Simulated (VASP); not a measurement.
# GaN: energy against volume

GaN (zinc blende, F-43m, 11.432 Å³/atom and stress up to 0.18 GPa in the relaxed cell, cube axes along x, y and z) under an equal strain ε along all three axes. r2SCAN in VASP (plane waves, PAW), 600 eV, 12×12×12 Γ-centred mesh, Gaussian smearing 0.05 eV; ions are relaxed, or left where forces stay under 0.02 eV/Å, within the symmetry of each cell.

Here V stands for volume and E for E less E0.

```
volume (Å³/atom)  E less E0 (meV/atom)  pressure (GPa)
----------------  --------------------  --------------
10.7595                          28.04           13.61
10.9250                          15.77            9.92
11.0922                           7.12            6.47
11.2612                           1.91            3.23
11.4318                           0.00            0.18
11.6041                           1.25           -2.68
11.7782                           5.52           -5.35
11.9540                          12.68           -7.86
12.1315                          22.61          -10.19
12.4918                              ?               ?
```

Problem. Fit E against V with the third-order Birch-Murnaghan form, a cubic in V^(-2/3), and predict the withheld value at V = 12.4918.

Solution. With u = V^(-2/3) - 0.197, the rows have u = 0.008182, 0.006104, 0.004058, 0.002041, 0.000056, -0.001899, -0.003827, -0.005725, -0.007595. Least squares gives E = -0.008 + 109.84·u + 406032·u² - 64863·u³. Residuals (row less fit): 0.003, -0.006, 0.000, 0.003, 0.001, 0.002, -0.002, -0.003, 0.002; standard error 0.004 (degrees of freedom: 5). Its minimum lies at u = -0.000135, so V0 = (0.196865)^(-3/2) = 11.45. There d²E/du² = 812100 and d³E/du³ = -389200, so B0 = (4/9) × 11.45^(-7/3) × 812100 × 0.160218 = 196 GPa (the last factor turns the table's units into GPa), and B0' = 4 + (2/3) × 0.196865 × (-389200)/812100 = 3.9. B0' rests on the cubic coefficient alone and has a standard error of 0.1 from these residuals. At the withheld row, u = -0.011255, so E = -0.008 + 109.84 × (-0.011255) + 406032 × (-0.011255)² - 64863 × (-0.011255)³ = 50.282 meV/atom. The calculation gives 50.10 meV/atom, 0.182 meV/atom below the prediction (0.4 % of the range of E in the table). The row lies outside the fitted rows, so this is an extrapolation. The scatter of the fitted rows lies at the last printed digit.

Other structures, which can take over under pressure, weren't tried. The same form fitted to the pressure column gives B0' = 4.0; series where the two differ by over 0.4 aren't shown. GaN is here a metastable form; wurtzite is the usual one. Rows are the converged runs of the series near zero and its far end, less any whose ions stayed unrelaxed beside relaxed ones; series whose fitted rows scatter by over a few per cent of the range, as at a crossing or softening among them, aren't shown in this form.
